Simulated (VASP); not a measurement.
# Rb2In (Fm-3m) in VASP: reference runs

Aim: a first look at Rb2In with PBE, on the cell as given and on a disturbed one.

Everything below comes from runs of VASP 6.6.1. Logs are shortened: lines on timing, memory, paths and dates and some standing lists are left out, and cuts for length are marked.

**1. The structure**

The structure is cubic, space group Fm-3m (No. 225). Conventional cell: a = 9.153 Å, b = 9.153 Å, c = 9.153 Å, α = 90.00°, β = 90.00°, γ = 90.00°. Rb (site symmetry -43m) is surrounded by 4 In at 3.96 Å. In (site symmetry m-3m) has 8 Rb at 3.96 Å as nearest neighbours.

The cell was built by a generator and needn't be a form met in nature.

**2. Single point, PBE**

INCAR

```
SYSTEM = Rb2In
PREC = Accurate ; ENCUT = 520
EDIFF = 1E-7 ; ISMEAR = -1
SIGMA = 0.05 ; LREAL = .FALSE.
LASPH = .TRUE. ; NELM = 60
ALGO = Normal ; ISIF = 2
LWAVE = .FALSE. ; LCHARG = .FALSE.
GGA = PE ; NBANDS = 22
```

KPOINTS

```
regular mesh
0
G
  5 5 5
  0 0 0
```

POSCAR

```
Rb2In
1.0
    0.0000000000      4.5766200000      4.5766200000
    4.5766200000      0.0000000000      4.5766200000
    4.5766200000      4.5766200000      0.0000000000
Rb In
2 1
Direct
    0.2500000000      0.2500000000      0.2500000000
    0.7500000000      0.7500000000      0.7500000000
    0.0000000000      0.0000000000      0.0000000000
```

Potentials or basis: VASP PAW PBE potentials, release 64 (Rb_sv, In_d).

Run with:

```console
> cat potpaw_PBE.64/Rb_sv/POTCAR potpaw_PBE.64/In_d/POTCAR > POTCAR
> mpirun -np 1 vasp_std > vasp.out
```

OUTCAR:

```text
SYSTEM = Rb2In
   PREC = Accurate
   ENCUT = 520
   EDIFF = 1E-7
   ISMEAR = -1
   LREAL = .FALSE.
   LASPH = .TRUE.
   NELM = 60
   ISIF = 2
   GGA = PE

 ion  position               nearest neighbor table
   1  0.250  0.250  0.250-   3 3.96   3 3.96   3 3.96   3 3.96   2 4.58   2 4.58   2 4.58   2 4.58
                             2 4.58   2 4.58
   2  0.750  0.750  0.750-   3 3.96   3 3.96   3 3.96   3 3.96   1 4.58   1 4.58   1 4.58   1 4.58
                             1 4.58   1 4.58
   3  0.000  0.000  0.000-   2 3.96   2 3.96   2 3.96   1 3.96   2 3.96   1 3.96   1 3.96   1 3.96

  LATTYP: Found a face centered cubic cell.
 ALAT       =     9.1532400000

  Lattice vectors:

 A1 = (   0.0000000000,   4.5766200000,   4.5766200000)
 A2 = (   4.5766200000,   0.0000000000,   4.5766200000)
 A3 = (   4.5766200000,   4.5766200000,   0.0000000000)

Analysis of symmetry for initial positions (statically):
=====================================================================
 Subroutine PRICEL returns:
 Original cell was already a primitive cell.

 Routine SETGRP: Setting up the symmetry group for a
 face centered cubic supercell.

 Subroutine GETGRP returns: Found 48 space group operations
 (whereof 48 operations were pure point group operations)
 out of a pool of 48 trial point group operations.

The static configuration has the point symmetry O_h .

Analysis of symmetry for dynamics (positions and initial velocities):
=====================================================================
 Subroutine PRICEL returns:
 Original cell was already a primitive cell.

 Routine SETGRP: Setting up the symmetry group for a
 face centered cubic supercell.

 Subroutine GETGRP returns: Found 48 space group operations
 (whereof 48 operations were pure point group operations)
 out of a pool of 48 trial point group operations.

The dynamic configuration has the point symmetry O_h .

 Subroutine INISYM returns: Found 48 space group operations
 (whereof 48 operations are pure point group operations),
 and found     1 'primitive' translations

----------------------------------------------------------------------------------------

                                     Primitive cell

  volume of cell :     191.7187

  direct lattice vectors                    reciprocal lattice vectors
     0.000000000  4.576620000  4.576620000    -0.109250932  0.109250932  0.109250932
     4.576620000  0.000000000  4.576620000     0.109250932 -0.109250932  0.109250932
     4.576620000  4.576620000  0.000000000     0.109250932  0.109250932 -0.109250932

  length of vectors
     6.472318074  6.472318074  6.472318074     0.189228165  0.189228165  0.189228165

  position of ions in fractional coordinates (direct lattice)
     0.250000000  0.250000000  0.250000000
     0.750000000  0.750000000  0.750000000
     0.000000000  0.000000000  0.000000000

  ion indices of the primitive-cell ions
   primitive index   ion index
                 1           1
                 2           2
                 3           3

----------------------------------------------------------------------------------------

 KPOINTS: regular mesh

Automatic generation of k-mesh.
 Grid dimensions read from file:
 generate k-points for:    5    5    5

 Generating k-lattice:

  Cartesian coordinates                     Fractional coordinates (reciprocal lattice)
    -0.021850186  0.021850186  0.021850186     0.200000000  0.000000000  0.000000000
     0.021850186 -0.021850186  0.021850186     0.000000000  0.200000000  0.000000000
     0.021850186  0.021850186 -0.021850186     0.000000000  0.000000000  0.200000000

  Length of vectors
     0.037845633  0.037845633  0.037845633

  Shift w.r.t. Gamma in fractional coordinates (k-lattice)
     0.000000000  0.000000000  0.000000000

 Subroutine IBZKPT returns following result:
 ===========================================

 Found     10 irreducible k-points:

 Following reciprocal coordinates:
            Coordinates               Weight
  0.000000  0.000000  0.000000      1.000000
  0.200000  0.000000  0.000000      8.000000
  0.400000  0.000000  0.000000      8.000000
  0.200000  0.200000  0.000000      6.000000
  0.400000  0.200000  0.000000     24.000000
 -0.400000  0.200000  0.000000     24.000000
 -0.200000  0.200000  0.000000     12.000000
  0.400000  0.400000  0.000000      6.000000
 -0.400000  0.400000  0.000000     12.000000
 -0.400000  0.400000  0.200000     24.000000
   k-points           NKPTS =     10   k-points in BZ     NKDIM =     10   number of bands    NBANDS=     22
   number of dos      NEDOS =    301   number of ions     NIONS =      3
   total plane-waves  NPLWV = 110592
   dimension x,y,z NGX =    48 NGY =   48 NGZ =   48
   dimension x,y,z NGXF=    96 NGYF=   96 NGZF=   96
   ions per type =               2   1
   NGX,Y,Z   is equivalent  to a cutoff of  12.33, 12.33, 12.33 a.u.
   NGXF,Y,Z  is equivalent  to a cutoff of  24.66, 24.66, 24.66 a.u.
 SYSTEM =  Rb2In
   PREC   = accura    normal or accurate (medium, high low for compatibility)
   ISTART =      0    job   : 0-new  1-cont  2-samecut
   ICHARG =      2    charge: 1-file 2-atom 10-const
   ISPIN  =      1    spin polarized calculation?
   LNONCOLLINEAR =      F non collinear calculations
   LSORBIT =      F    spin-orbit coupling
   LASPH  =      T    aspherical Exc in radial PAW
   ENCUT  =  520.0 eV  38.22 Ry    6.18 a.u.  12.03 12.03 12.03*2*pi/ulx,y,z
   NELM   =     60;   NELMIN=  2; NELMDL= -5     # of ELM steps
   EDIFF  = 0.1E-06   stopping-criterion for ELM
   LREAL  =      F    real-space projection
   EDIFFG = 0.1E-05   stopping-criterion for IOM
   NSW    =      0    number of steps for IOM
   IBRION =     -1    ionic relax: 0-MD 1-quasi-New 2-CG
   NFREE  =      0    steps in history (QN), initial steepest desc. (CG)
   ISIF   =      2    stress and relaxation
   ISYM   =      2    0-nonsym 1-usesym 2-fastsym
   POTIM  = 0.5000    time-step for ionic-motion
   TEBEG  =    0.0;   TEEND  =   0.0 temperature during run
   PSTRESS=    0.0 pullay stress
   NELECT =      31.0000    total number of electrons
   NUPDOWN=      -1.0000    fix difference up-down
   EMIN   =  10.00;   EMAX   =-10.00  energy-range for DOS
   EFERMI =   0.00;   METHOD = LEGACY
   ISMEAR =    -1;   SIGMA  =   0.05  broadening in eV -4-tet -1-fermi 0-gaus
   EFERMI_NEDOS =   21; number of points for ismear=-14 and -15
   IALGO  =     38    algorithm
   IMIX   =      4    mixing-type and parameters
     AMIX     =   0.40;   BMIX     =  1.00
     AMIX_MAG =   1.60;   BMIX_MAG =  1.00
  volume/ion in A,a.u.               =      63.91       431.26
  Fermi-wavevector in a.u.,A,eV,Ry     =   0.891882  1.685412 10.822792  0.795453
  Thomas-Fermi vector in A             =   2.013759
   LORBIT       =      0    0 simple, 1 ext, 2 COOP (PROOUT), +10 PAW based schemes
   GGA     = PE    functional components
   LHFCALC =     F    Hartree Fock is set to
   AEXX    =    0.0000 exact exchange contribution
   IVDW    =     0    specifies the selected vdW correction
   LEPSILON=     F    determine dielectric tensor
   LRPA    =     F    only Hartree local field effects (RPA)
 non-spin polarized calculation
  energy-cutoff  :      520.00
  volume of cell :      191.72
 maximum number of plane-waves:      5194
   NGX = 25   NGY = 25   NGZ = 25

 number of electron      30.9999995 magnetization

 Free energy of the ion-electron system (eV)
  ---------------------------------------------------
  ext. energy  EPLUGINS =         0.00000000
  ---------------------------------------------------
  free energy    TOTEN  =        -4.00381532 eV

  energy without entropy =       -3.97965547  energy(sigma->0) =       -3.99173540

 E-fermi :   0.7515     XC(G=0):  -6.3319

 val. band max:        0.6410835436   @ k =  -0.4000   0.4000   0.0000
 cond. band min:       0.8022304266   @ k =  -0.2000   0.2000   0.0000
 fundamental gap:      0.1611468829
 Fermi energy:         0.7514956228

 k-point     1 :       0.0000    0.0000    0.0000
  band No.  band energies     occupation
      1     -27.4933      2.00000
      2     -27.4780      2.00000
      3     -14.0435      2.00000
      4     -14.0435      2.00000
      5     -14.0435      2.00000
      6     -14.0316      2.00000
[... 14 lines left out ...]
     21       5.0198      0.00000
     22       5.0198      0.00000

 k-point     2 :       0.2000    0.0000    0.0000
  band No.  band energies     occupation
      1     -27.4918      2.00000
      2     -27.4794      2.00000
      3     -14.0432      2.00000
      4     -14.0432      2.00000
      5     -14.0424      2.00000
      6     -14.0316      2.00000
[... 14 lines left out ...]
     21       4.4554      0.00000
     22       4.6223      0.00000

 k-point     3 :       0.4000    0.0000    0.0000
  band No.  band energies     occupation
      1     -27.4879      2.00000
      2     -27.4832      2.00000
      3     -14.0427      2.00000
      4     -14.0427      2.00000
      5     -14.0406      2.00000
      6     -14.0317      2.00000
[... 14 lines left out ...]
     21       3.6724      0.00000
     22       4.9035      0.00000

 k-point     4 :       0.2000    0.2000    0.0000
  band No.  band energies     occupation
      1     -27.4915      2.00000
      2     -27.4797      2.00000
      3     -14.0429      2.00000
      4     -14.0429      2.00000
      5     -14.0424      2.00000
      6     -14.0318      2.00000
[... 14 lines left out ...]
     21       3.9122      0.00000
     22       5.1496      0.00000

 k-point     5 :       0.4000    0.2000    0.0000
  band No.  band energies     occupation
      1     -27.4889      2.00000
      2     -27.4822      2.00000
      3     -14.0424      2.00000
      4     -14.0423      2.00000
      5     -14.0410      2.00000
      6     -14.0318      2.00000
[... 67 lines left out ...]
 k-point     8 :       0.4000    0.4000    0.0000
  band No.  band energies     occupation
      1     -27.4886      2.00000
      2     -27.4825      2.00000
      3     -14.0419      2.00000
      4     -14.0419      2.00000
      5     -14.0406      2.00000
      6     -14.0320      2.00000
[... 14 lines left out ...]
     21       4.8379      0.00000
     22       4.9147      0.00000

 k-point     9 :      -0.4000    0.4000    0.0000
  band No.  band energies     occupation
      1     -27.4871      2.00000
      2     -27.4840      2.00000
      3     -14.0418      2.00000
      4     -14.0413      2.00000
      5     -14.0406      2.00000
      6     -14.0319      2.00000
[... 14 lines left out ...]
     21       4.3733      0.00000
     22       4.7874      0.00000

 k-point    10 :      -0.4000    0.4000    0.2000
  band No.  band energies     occupation
      1     -27.4868      2.00000
      2     -27.4843      2.00000
      3     -14.0419      2.00000
      4     -14.0414      2.00000
      5     -14.0408      2.00000
      6     -14.0319      2.00000
[... 14 lines left out ...]
     21       4.2082      0.00000
     22       4.6134      0.00000

------------------------ aborting loop because EDIFF is reached ----------------------------------------

  FORCE on cell =-STRESS in cart. coord.  units (eV):
  Direction    XX          YY          ZZ          XY          YZ          ZX
  --------------------------------------------------------------------------------------
  -------------------------------------------------------------------------------------
  Total        0.0241813      0.0241813      0.0241813     -0.0000000      0.0000000      0.0000000
  in kB        0.2020811      0.2020811      0.2020811     -0.0000000      0.0000000      0.0000000
  external PRESSURE =       0.2020811 kB  Pullay stress =       0.0000000 kB

 VOLUME and BASIS-vectors are now :
 -----------------------------------------------------------------------------
  energy-cutoff  :      520.00
  volume of cell :      191.72
      direct lattice vectors                 reciprocal lattice vectors
     0.000000000  4.576620000  4.576620000    -0.109250932  0.109250932  0.109250932
     4.576620000  0.000000000  4.576620000     0.109250932 -0.109250932  0.109250932
     4.576620000  4.576620000  0.000000000     0.109250932  0.109250932 -0.109250932

 POSITION                                       TOTAL-FORCE (eV/Angst)
 -----------------------------------------------------------------------------------
      2.28831      2.28831      2.28831         0.000000      0.000000      0.000000
      6.86493      6.86493      6.86493        -0.000000     -0.000000     -0.000000
      0.00000      0.00000      0.00000        -0.000000     -0.000000     -0.000000
 -----------------------------------------------------------------------------------
    total drift:                               -0.000000     -0.000000      0.000000

  FREE ENERGIE OF THE ION-ELECTRON SYSTEM (eV)
  ---------------------------------------------------
  free  energy   TOTEN  =        -4.0038153204 eV

  energy  without entropy=       -3.9796554703  energy(sigma->0) =       -3.99173540
```

Run time: 52 s. Hardware: 1 thread of Intel Xeon 6975P-C (Granite Rapids), shared host; peak memory 0.33 GiB.

Results:

* Free energy: -4.0038 eV
* Pressure: 0.0 GPa
* Band gap on the k mesh: none (metal or under the smearing width)

Levels at points of the mesh, in eV from the Fermi level:
```
           k point  band 12  band 13  band 14  band 15  band 16  band 17  band 18  band 19
(0.00, 0.00, 0.00)   -12.29   -12.29    -5.21     0.18     0.18     0.18     0.73     2.67
```

**3. Single point, PBE (atoms moved at random, drawn with an rms of 0.05 Å)**

INCAR

```
PREC     = Accurate       # precision mode
ENCUT    = 520            # plane-wave cutoff, eV
EDIFF    = 1E-7           # SCF threshold, eV
ISMEAR   = -1             # smearing method
SIGMA    = 0.05           # smearing width, eV
LREAL    = False          # projectors in reciprocal space
LASPH    = True           # aspherical terms in the spheres
NELM     = 100            # most SCF steps
ALGO     = Normal         # electronic algorithm
ISIF     = 2              # what is computed and relaxed
LWAVE    = False          # write WAVECAR
LCHARG   = False          # write CHGCAR
GGA      = PE             # functional
NBANDS   = 22             # bands
```

KPOINTS

```
regular mesh
0
Gamma
  5 5 5
```

POSCAR

```
Rb2In
1.0
    0.0000000000      4.5766200000      4.5766200000
    4.5766200000      0.0000000000      4.5766200000
    4.5766200000      4.5766200000      0.0000000000
Rb In
2 1
Direct
    0.2462690000      0.2563000000      0.2483290000
    0.7452530000      0.7530500000      0.7563940000
   -0.0065040000     -0.0011540000     -0.0005780000
```

Potentials or basis: VASP PAW PBE potentials, release 64 (Rb_sv, In_d).

Run with:

```console
> cat potpaw_PBE.64/Rb_sv/POTCAR potpaw_PBE.64/In_d/POTCAR > POTCAR
> mpirun -np 1 vasp_std > vasp.out
```

OUTCAR:

```text
PREC = Accurate
   ENCUT = 520
   EDIFF = 1E-7
   ISMEAR = -1
   LREAL = False
   LASPH = True
   NELM = 100
   ISIF = 2
   GGA = PE

 ion  position               nearest neighbor table
   1  0.246  0.256  0.248-   3 3.92   3 3.95   3 3.97   3 4.01   2 4.54   2 4.55   2 4.56   2 4.60
                             2 4.60   2 4.61
   2  0.745  0.753  0.756-   3 3.90   3 3.97   3 3.99   3 4.00   1 4.54   1 4.55   1 4.56   1 4.60
                             1 4.60   1 4.61
   3  0.993  0.999  0.999-   2 3.90   1 3.92   1 3.95   1 3.97   2 3.97   2 3.99   2 4.00   1 4.01

  LATTYP: Found a face centered cubic cell.
 ALAT       =     9.1532400000

  Lattice vectors:

 A1 = (   0.0000000000,   4.5766200000,   4.5766200000)
 A2 = (   4.5766200000,   0.0000000000,   4.5766200000)
 A3 = (   4.5766200000,   4.5766200000,   0.0000000000)

Analysis of symmetry for initial positions (statically):
=====================================================================
 Subroutine PRICEL returns:
 Original cell was already a primitive cell.

 Routine SETGRP: Setting up the symmetry group for a
 face centered cubic supercell.

[... 167 lines left out ...]

 E-fermi :   0.7516     XC(G=0):  -6.3318

 val. band max:        0.6422169738   @ k =   0.4000   0.0000  -0.4000
 cond. band min:       0.7975444896   @ k =   0.2000   0.0000  -0.2000
 fundamental gap:      0.1553275157
 Fermi energy:         0.7515564721

 k-point     1 :       0.0000    0.0000    0.0000
  band No.  band energies     occupation
      1     -27.4935      2.00000
      2     -27.4782      2.00000
      3     -14.0441      2.00000
      4     -14.0439      2.00000
      5     -14.0435      2.00000
      6     -14.0319      2.00000
[... 589 lines left out ...]
     21       3.8909      0.00000
     22       4.6667      0.00000

 [... further k-points ...]

------------------------ aborting loop because EDIFF is reached ----------------------------------------

  FORCE on cell =-STRESS in cart. coord.  units (eV):
  Direction    XX          YY          ZZ          XY          YZ          ZX
  --------------------------------------------------------------------------------------
  -------------------------------------------------------------------------------------
  Total        0.0290550      0.0312624      0.0292182     -0.0180217      0.0257900      0.0387838
  in kB        0.2428101      0.2612570      0.2441737     -0.1506060      0.2155251      0.3241132
  external PRESSURE =       0.2494136 kB  Pullay stress =       0.0000000 kB

 VOLUME and BASIS-vectors are now :
 -----------------------------------------------------------------------------
  energy-cutoff  :      520.00
  volume of cell :      191.72
      direct lattice vectors                 reciprocal lattice vectors
     0.000000000  4.576620000  4.576620000    -0.109250932  0.109250932  0.109250932
     4.576620000  0.000000000  4.576620000     0.109250932 -0.109250932  0.109250932
     4.576620000  4.576620000  0.000000000     0.109250932  0.109250932 -0.109250932

 POSITION                                       TOTAL-FORCE (eV/Angst)
 -----------------------------------------------------------------------------------
      2.30950      2.26359      2.30007        -0.005360      0.007580     -0.025305
      6.90815      6.87247      6.85716        -0.029105     -0.027909     -0.007860
      9.14531      9.12083      9.11819         0.034465      0.020330      0.033165
 -----------------------------------------------------------------------------------
    total drift:                               -0.000119      0.000268      0.000276

  FREE ENERGIE OF THE ION-ELECTRON SYSTEM (eV)
  ---------------------------------------------------
  free  energy   TOTEN  =        -4.0017959175 eV

  energy  without entropy=       -3.9776343983  energy(sigma->0) =       -3.98971516
```

stdout:

```text
POSCAR found type information on POSCAR RbIn
 POSCAR found :  2 types and       3 ions
 scaLAPACK will be used
 LDA part: xc-table for (Slater+PW92), standard interpolation
 POSCAR, INCAR and KPOINTS ok, starting setup
 FFT: planning ... GRIDC
 FFT: planning ... GRID_SOFT
 FFT: planning ... GRID
 WAVECAR not read
 entering main loop
```

It took 1.9 min on 1 thread of Intel Xeon 6975P-C (Granite Rapids), shared host; peak memory 0.46 GiB.

Results:

```yaml
Free_energy: -4.0018 eV
Pressure: 0.0 GPa
Largest_force: 0.052 eV/Å
Band_gap_on_the_k_mesh: none (metal or under the smearing width)
```

Forces on the atoms (eV/Å):
```
Rb  -0.005  0.008 -0.025
Rb  -0.029 -0.028 -0.008
In   0.034  0.020  0.033
```
